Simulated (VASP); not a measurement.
# Zr4Tl (Pm-3m) in VASP: notebook, part 2 of 2

VASP 6.6.1. Earlier steps stand in the parts before.

### Step 3. Relaxation of cell and atoms, PBE (species swapped into the Fe4N type (Pm-3m, No. 221))

File INCAR:

```
ALGO     = Normal         # electronic algorithm
EDIFF    = 1E-6           # SCF threshold, eV
EDIFFG   = -0.04          # ionic threshold
ENCUT    = 600            # plane-wave cutoff, eV
GGA      = PE             # functional
IBRION   = 2              # ionic algorithm
ISIF     = 3              # what is computed and relaxed
ISMEAR   = 0              # smearing method
LASPH    = True           # aspherical terms in the spheres
LCHARG   = False          # write CHGCAR
LREAL    = False          # projectors in reciprocal space
LWAVE    = False          # write WAVECAR
NELM     = 100            # most SCF steps
NSW      = 90             # ionic steps
PREC     = Accurate       # precision mode
SIGMA    = 0.1            # smearing width, eV
```

File KPOINTS:

```
k-points
0
Gamma
  4 4 4
```

File POSCAR:

```
Zr4Tl
1.0
    4.4666545300      0.0000000000      0.0000000000
    0.0000000000      4.4666545300      0.0000000000
    0.0000000000      0.0000000000      4.4666545300
Zr Tl
4 1
Direct
    0.0000000000      0.5000000000      0.5000000000
    0.5000000000      0.5000000000      0.0000000000
    0.5000000000      0.0000000000      0.5000000000
    0.0000000000      0.0000000000      0.0000000000
    0.5000000000      0.5000000000      0.5000000000
```

Potentials or basis: VASP PAW PBE potentials, release 64 (Zr_sv, Tl_d).

Started as:

```sh
cat potpaw_PBE.64/Zr_sv/POTCAR potpaw_PBE.64/Tl_d/POTCAR > POTCAR
mpirun -np 1 vasp_std > vasp.out
```

OUTCAR:

```text
EDIFF = 1E-6
   EDIFFG = -0.04
   ENCUT = 600
   GGA = PE
   IBRION = 2
   ISIF = 3
   ISMEAR = 0
   LASPH = True
   LREAL = False
   NELM = 100
   NSW = 90
   PREC = Accurate

 ion  position               nearest neighbor table
   1  0.000  0.500  0.500-   5 2.23   5 2.23   4 3.16   2 3.16   2 3.16   4 3.16   3 3.16   4 3.16
                             4 3.16   2 3.16   3 3.16   3 3.16   2 3.16   3 3.16
   2  0.500  0.500  0.000-   5 2.23   5 2.23   4 3.16   1 3.16   1 3.16   3 3.16   3 3.16   3 3.16
                             4 3.16   3 3.16   1 3.16   4 3.16   1 3.16   4 3.16
   3  0.500  0.000  0.500-   5 2.23   5 2.23   4 3.16   1 3.16   2 3.16   4 3.16   1 3.16   2 3.16
                             2 3.16   2 3.16   1 3.16   4 3.16   4 3.16   1 3.16
   4  0.000  0.000  0.000-   1 3.16   2 3.16   3 3.16   1 3.16   3 3.16   1 3.16   2 3.16   1 3.16
                             2 3.16   3 3.16   3 3.16   2 3.16   5 3.87   5 3.87   5 3.87   5 3.87
   5  0.500  0.500  0.500-   1 2.23   2 2.23   3 2.23   2 2.23   3 2.23   1 2.23   4 3.87   4 3.87
                             4 3.87   4 3.87   4 3.87   4 3.87   4 3.87   4 3.87

  LATTYP: Found a simple cubic cell.
 ALAT       =     4.4666545300

  Lattice vectors:

 A1 = (   4.4666545300,   0.0000000000,   0.0000000000)
 A2 = (   0.0000000000,   4.4666545300,   0.0000000000)
 A3 = (   0.0000000000,   0.0000000000,   4.4666545300)

Analysis of symmetry for initial positions (statically):
=====================================================================
 Subroutine PRICEL returns:
 Original cell was already a primitive cell.

 Routine SETGRP: Setting up the symmetry group for a
 simple cubic supercell.

 Subroutine GETGRP returns: Found 48 space group operations
 (whereof 48 operations were pure point group operations)
 out of a pool of 48 trial point group operations.

The static configuration has the point symmetry O_h .

Analysis of symmetry for dynamics (positions and initial velocities):
=====================================================================
 Subroutine PRICEL returns:
 Original cell was already a primitive cell.

 Routine SETGRP: Setting up the symmetry group for a
 simple cubic supercell.

 Subroutine GETGRP returns: Found 48 space group operations
 (whereof 48 operations were pure point group operations)
 out of a pool of 48 trial point group operations.

The dynamic configuration has the point symmetry O_h .

 Subroutine INISYM returns: Found 48 space group operations
 (whereof 48 operations are pure point group operations),
 and found     1 'primitive' translations

----------------------------------------------------------------------------------------

                                     Primitive cell

  volume of cell :      89.1142

  direct lattice vectors                    reciprocal lattice vectors
     4.466654530  0.000000000  0.000000000     0.223881205  0.000000000  0.000000000
     0.000000000  4.466654530  0.000000000     0.000000000  0.223881205  0.000000000
     0.000000000  0.000000000  4.466654530     0.000000000  0.000000000  0.223881205

  length of vectors
     4.466654530  4.466654530  4.466654530     0.223881205  0.223881205  0.223881205

  position of ions in fractional coordinates (direct lattice)
     0.000000000  0.500000000  0.500000000
     0.500000000  0.500000000  0.000000000
     0.500000000  0.000000000  0.500000000
     0.000000000  0.000000000  0.000000000
     0.500000000  0.500000000  0.500000000

  ion indices of the primitive-cell ions
   primitive index   ion index
                 1           1
                 2           2
                 3           3
                 4           4
                 5           5

----------------------------------------------------------------------------------------

 KPOINTS: k-points

Automatic generation of k-mesh.
 Grid dimensions read from file:
 generate k-points for:    4    4    4

 Generating k-lattice:

  Cartesian coordinates                     Fractional coordinates (reciprocal lattice)
     0.055970301  0.000000000  0.000000000     0.250000000  0.000000000  0.000000000
     0.000000000  0.055970301  0.000000000     0.000000000  0.250000000  0.000000000
     0.000000000  0.000000000  0.055970301     0.000000000  0.000000000  0.250000000

  Length of vectors
     0.055970301  0.055970301  0.055970301

  Shift w.r.t. Gamma in fractional coordinates (k-lattice)
     0.000000000  0.000000000  0.000000000

 Subroutine IBZKPT returns following result:
 ===========================================

 Found     10 irreducible k-points:

 Following reciprocal coordinates:
            Coordinates               Weight
  0.000000  0.000000  0.000000      1.000000
  0.250000  0.000000  0.000000      6.000000
  0.500000  0.000000  0.000000      3.000000
  0.250000  0.250000  0.000000     12.000000
  0.500000  0.250000  0.000000     12.000000
  0.500000  0.500000  0.000000      3.000000
  0.250000  0.250000  0.250000      8.000000
  0.500000  0.250000  0.250000     12.000000
  0.500000  0.500000  0.250000      6.000000
  0.500000  0.500000  0.500000      1.000000
   k-points           NKPTS =     10   k-points in BZ     NKDIM =     10   number of bands    NBANDS=     36
   number of dos      NEDOS =    301   number of ions     NIONS =      5
   total plane-waves  NPLWV =  46656
   dimension x,y,z NGX =    36 NGY =   36 NGZ =   36
   dimension x,y,z NGXF=    72 NGYF=   72 NGZF=   72
   ions per type =               4   1
   NGX,Y,Z   is equivalent  to a cutoff of  13.40, 13.40, 13.40 a.u.
   NGXF,Y,Z  is equivalent  to a cutoff of  26.80, 26.80, 26.80 a.u.
 SYSTEM =  unknown system
   PREC   = accura    normal or accurate (medium, high low for compatibility)
   ISTART =      0    job   : 0-new  1-cont  2-samecut
   ICHARG =      2    charge: 1-file 2-atom 10-const
   ISPIN  =      1    spin polarized calculation?
   LNONCOLLINEAR =      F non collinear calculations
   LSORBIT =      F    spin-orbit coupling
   LASPH  =      T    aspherical Exc in radial PAW
   ENCUT  =  600.0 eV  44.10 Ry    6.64 a.u.   8.92  8.92  8.92*2*pi/ulx,y,z
   NELM   =    100;   NELMIN=  2; NELMDL= -5     # of ELM steps
   EDIFF  = 0.1E-05   stopping-criterion for ELM
   LREAL  =      F    real-space projection
   EDIFFG = -.4E-01   stopping-criterion for IOM
   NSW    =     90    number of steps for IOM
   IBRION =      2    ionic relax: 0-MD 1-quasi-New 2-CG
   NFREE  =      1    steps in history (QN), initial steepest desc. (CG)
   ISIF   =      3    stress and relaxation
   ISYM   =      2    0-nonsym 1-usesym 2-fastsym
   POTIM  = 0.5000    time-step for ionic-motion
   TEBEG  =    0.0;   TEEND  =   0.0 temperature during run
   PSTRESS=    0.0 pullay stress
   NELECT =      61.0000    total number of electrons
   NUPDOWN=      -1.0000    fix difference up-down
   EMIN   =  10.00;   EMAX   =-10.00  energy-range for DOS
   EFERMI =   0.00;   METHOD = LEGACY
   ISMEAR =     0;   SIGMA  =   0.10  broadening in eV -4-tet -1-fermi 0-gaus
   EFERMI_NEDOS =   21; number of points for ismear=-14 and -15
   IALGO  =     38    algorithm
   IMIX   =      4    mixing-type and parameters
     AMIX     =   0.40;   BMIX     =  1.00
     AMIX_MAG =   1.60;   BMIX_MAG =  1.00
  volume/ion in A,a.u.               =      17.82       120.27
  Fermi-wavevector in a.u.,A,eV,Ry     =   1.442788  2.726473 28.322379  2.081636
  Thomas-Fermi vector in A             =   2.561268
   LORBIT       =      0    0 simple, 1 ext, 2 COOP (PROOUT), +10 PAW based schemes
   GGA     = PE    functional components
   LHFCALC =     F    Hartree Fock is set to
   AEXX    =    0.0000 exact exchange contribution
   IVDW    =     0    specifies the selected vdW correction
   LEPSILON=     F    determine dielectric tensor
   LRPA    =     F    only Hartree local field effects (RPA)
 conjugate gradient relaxation of ions
 non-spin polarized calculation
 Gauss-broadening in eV      SIGMA  =   0.10
  energy-cutoff  :      600.00
  volume of cell :       89.11
 maximum number of plane-waves:      3016
 NGX is ok and might be reduce to    36
   NGX = 17   NGY = 17   NGZ = 17

--------------------------------------- Ionic step        1  -------------------------------------------

 number of electron      61.0000003 magnetization

 Free energy of the ion-electron system (eV)
  ---------------------------------------------------
  ext. energy  EPLUGINS =         0.00000000
  ---------------------------------------------------
  free energy    TOTEN  =       -17.15978629 eV

  energy without entropy =      -17.13379824  energy(sigma->0) =      -17.14679226

 E-fermi :  12.3204     XC(G=0): -12.3066

 val. band max:       12.2597040196   @ k =   0.5000   0.0000   0.0000
 cond. band min:      12.3368865862   @ k =   0.5000   0.5000   0.2500
 fundamental gap:      0.0771825665
 Fermi energy:        12.3204470077

 k-point     1 :       0.0000    0.0000    0.0000
  band No.  band energies     occupation
      1     -36.2332      2.00000
      2     -36.0376      2.00000
      3     -35.9516      2.00000
      4     -35.9516      2.00000
      5     -15.2408      2.00000
      6     -15.2408      2.00000
[... 929 lines left out ...]
  energy  without entropy=      -30.1985155545  energy(sigma->0) =      -30.24855365

--------------------------------------- Ionic step        5  -------------------------------------------

 number of electron      60.9999998 magnetization

 Free energy of the ion-electron system (eV)
  ---------------------------------------------------
  ext. energy  EPLUGINS =         0.00000000
  ---------------------------------------------------
  free energy    TOTEN  =       -30.36325178 eV

  energy without entropy =      -30.26775566  energy(sigma->0) =      -30.31550372

 E-fermi :   6.2386     XC(G=0):  -9.9172

 val. band max:        6.2101464153   @ k =   0.5000   0.2500   0.0000
 cond. band min:       6.2587595749   @ k =   0.5000   0.5000   0.2500
 fundamental gap:      0.0486131596
 Fermi energy:         6.2385565107

 k-point     1 :       0.0000    0.0000    0.0000
  band No.  band energies     occupation
      1     -43.5075      2.00000
      2     -43.0448      2.00000
      3     -43.0262      2.00000
      4     -43.0262      2.00000
      5     -21.4282      2.00000
      6     -21.4282      2.00000
[... 411 lines left out ...]
  FREE ENERGIE OF THE ION-ELECTRON SYSTEM (eV)
  ---------------------------------------------------
  free  energy   TOTEN  =       -30.3632517785 eV

  energy  without entropy=      -30.2677556596  energy(sigma->0) =      -30.31550372

 reached required accuracy - stopping structural energy minimisation
```

Run time: 4.6 min. Hardware: 1 thread of Intel Xeon Platinum 8488C (Sapphire Rapids), shared host; peak memory 0.23 GiB.

Results:

```yaml
Free_energy: -30.3633 eV
Relaxed_volume: 29.77 Å³/atom
Relaxed_cell: a = 5.299 Å, b = 5.299 Å, c = 5.299 Å, α = 90.00°, β = 90.00°, γ = 90.00°
Space_group_after_relaxing_to_0.05_Å: Pm-3m (No. 221)
Energy_gained_by_relaxing: 2640.7 meV/atom
Ionic_steps: 5
Pressure_after_relaxing: 0.2 GPa
Band_gap_on_the_k_mesh: none (metal or under the smearing width)
```

Step by step:
```tsv
step	energy change (eV)	largest force (eV/Å)	pressure (GPa)	volume (Å³)
1	0.0000	0.0000	106.71	89.11
2	-0.5553	0.0000	-8.78	346.62
3	-12.9029	0.0000	-5.99	164.16
4	-13.1388	0.0000	-3.00	155.81
5	-13.2035	0.0000	0.15	148.83
```

Final structure:
```
CELL_PARAMETERS angstrom
5.29942 0.00000 0.00000
0.00000 5.29942 0.00000
0.00000 0.00000 5.29942
ATOMIC_POSITIONS crystal
Zr 0.00000 0.50000 0.50000
Zr 0.50000 0.50000 0.00000
Zr 0.50000 0.00000 0.50000
Zr 0.00000 0.00000 0.00000
Tl 0.50000 0.50000 0.50000
```

Caveat: the volume moved by over 15 % at a fixed basis, so the end points are rough. Spin-orbit coupling is left out, which matters for the levels of Tl.

### Step 4. Single point, PBE (species swapped into the Fe4N type (Pm-3m, No. 221))

File INCAR:

```
SYSTEM = Zr4Tl
PREC = Accurate ; ENCUT = 520
EDIFF = 1E-7 ; ISMEAR = 0
SIGMA = 0.1 ; LREAL = .False.
LASPH = .True. ; NELM = 100
ALGO = Normal ; ISIF = 2
LWAVE = .False. ; LCHARG = .False.
GGA = PE ; NBANDS = 38
```

File KPOINTS:

```
regular mesh
0
Gamma
  4 4 4
  0 0 0
```

POSCAR is that of step 3.

Started as:

```sh
cat potpaw_PBE.64/Zr_sv/POTCAR potpaw_PBE.64/Tl_d/POTCAR > POTCAR
mpirun -np 1 vasp_std > vasp.out
```

Run time: 42 s. Hardware: 1 thread of Intel Xeon Platinum 8488C (Sapphire Rapids), shared host; peak memory 0.21 GiB.

It converged, with:

| Quantity | Value |
| --- | --- |
| Free energy | -17.1581 eV |
| Pressure | 106.7 GPa |
| Band gap on the k mesh | none (metal or under the smearing width) |

Levels at points of the mesh, in eV from the Fermi level:
| k point | band 27 | band 28 | band 29 | band 30 | band 31 | band 32 | band 33 | band 34 |
| --- | --- | --- | --- | --- | --- | --- | --- | --- |
| (0.00, 0.00, 0.00) | -1.78 | -1.78 | 1.34 | 1.34 | 1.34 | 1.57 | 1.57 | 1.57 |
| (0.50, 0.00, 0.00) | -1.86 | -1.69 | -1.17 | -0.09 | -0.06 | -0.06 | 1.18 | 1.92 |
| (0.50, 0.50, 0.00) | -1.07 | -0.98 | -0.98 | -0.72 | -0.22 | -0.17 | -0.17 | 0.41 |
| (0.50, 0.50, 0.50) | -0.90 | -0.90 | -0.90 | -0.12 | -0.12 | -0.12 | 0.84 | 0.84 |

Caveat: a pressure of tens of GPa on the cell as given is suspect, and the run, the potentials or the cell itself is likely at fault.
